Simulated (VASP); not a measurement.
# SiHBr: screened Coulomb integrals of an active space by constrained RPA

SiHBr, molecule in box, 3 atoms in the cell.

| Functional | Screened U within a state, mean (eV) | Screened U' between states, mean (eV) | Screened J (eV) | Bare U within a state, mean (eV) | Bare U' between states, mean (eV) | Time (s) |
|---|---|---|---|---|---|---|
| LDA | 6.58 | 5.97 | 0.36 | 9.40 | 8.43 | 90 |
| PBE | 6.60 | 5.99 | 0.37 | 9.40 | 8.42 | 85 |
| r2SCAN | 6.87 | 6.25 | 0.40 | 9.47 | 8.51 | 140 |
| PBE0 | 7.20 | 6.56 | 0.41 | 9.35 | 8.41 | 88 |
| HSE06 | 6.93 | 6.31 | 0.40 | 9.36 | 8.41 | 109 |

Limits: the periodic box is only 6.28 Å wide at its narrowest and no larger one was tried.

## Input of the first row

INCAR.step1:
```
SYSTEM = SiHBr
ALGO = Normal ; EDIFF = 1E-7
ENCUT = 420 ; GGA = CA
ISMEAR = -1 ; LASPH = .True.
LCHARG = .False. ; LWAVE = .True.
NELM = 150 ; PREC = Accurate
SIGMA = 0.02
```

INCAR.step2, as INCAR.step1 but for:
```
- ALGO = Normal
- NELM = 150
+ ALGO = Exact
+ LOPTICS = .True.
+ NBANDS = 126
+ NELM = 1
```

INCAR.step3:
```
SYSTEM = SiHBr
ALGO = CRPA ; ENCUT = 420
ENCUTGW = 90 ; GGA = CA
ISMEAR = -1 ; LASPH = .True.
LCHARG = .False. ; LOCALIZED_BASIS = BLOCH
LWAVE = .False. ; NBANDS = 128
NCRPA_BANDS = 6 7 ; NTARGET_STATES = 6 7
PREC = Accurate ; PRECFOCK = Fast
SIGMA = 0.02
```

KPOINTS:
```
k-points
0
Gamma
  1 1 1
```

POSCAR:
```
SiHBr
1.0
    7.0700000000      0.0000000000      0.0000000000
    0.0000000000      6.5100000000      0.0000000000
    0.0000000000      0.0000000000      6.2800000000
Si Br H
1 1 1
Direct
    0.3682319600      0.6159907800      0.4303343900
    0.6462517700      0.5974961500      0.6019108300
    0.3537482300      0.3840092200      0.3980891700
```

Commands (each step's output is kept before the next begins):
```
cat potpaw_LDA.64/Si_GW/POTCAR potpaw_LDA.64/Br_GW/POTCAR potpaw_LDA.64/H_GW/POTCAR > POTCAR
cp INCAR.step1 INCAR
mpirun -np 4 vasp_std > vasp.out
cp INCAR.step2 INCAR
mpirun -np 4 vasp_std > vasp.out
cp INCAR.step3 INCAR
mpirun -np 4 vasp_std > vasp.out
```

Changes of the last row against the first:
```
(all steps)
- GGA = CA
+ GGA = PE
+ LHFCALC = True
+ HFSCREEN = 0.2
- cat potpaw_LDA.64/Si_GW/POTCAR potpaw_LDA.64/Br_GW/POTCAR potpaw_LDA.64/H_GW/POTCAR > POTCAR
+ cat potpaw_PBE.64/Si_GW/POTCAR potpaw_PBE.64/Br_GW/POTCAR potpaw_PBE.64/H_GW/POTCAR > POTCAR
```

VASP 6.6.1 took 90 s on 4 cores (Intel Xeon Platinum 8488C (Sapphire Rapids)), a shared host.
